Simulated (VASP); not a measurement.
Data:

```
ZrO2
1.0
    0.00000     2.54597     2.54597
    2.54597     0.00000     2.54597
    2.54597     2.54597     0.00000
Zr O
1 2
Direct
  0.00000   0.00000   0.00000
  0.25000   0.25000   0.25000
  0.75000   0.75000   0.75000
```

The numbers are results of r2SCAN meta-GGA, VASP's PBE PAW potentials (set 64) (plane waves; VASP), not measurements. Settings: PREC = Normal, EDIFF = 1E-5, 450 eV cut-off, 10×10×10 Γ-centred mesh, Gaussian smearing of 0.050 eV, potentials Zr_sv O.

At this cut-off the stress carries a Pulay error, which pulls relaxed volumes low.

Problem. Give the stress tensor in GPa (positive for a compressed cell).

Solution. 
```
-1.01   0.00   0.00
 0.00  -1.01   0.00
 0.00   0.00  -1.01
```
The pressure is its mean diagonal, -1.01 GPa.

The compound is ZrO2 in the fluorite structure, the high-temperature cubic form, which is unstable at 0 K; the monoclinic form is the stable one. It was relaxed first.
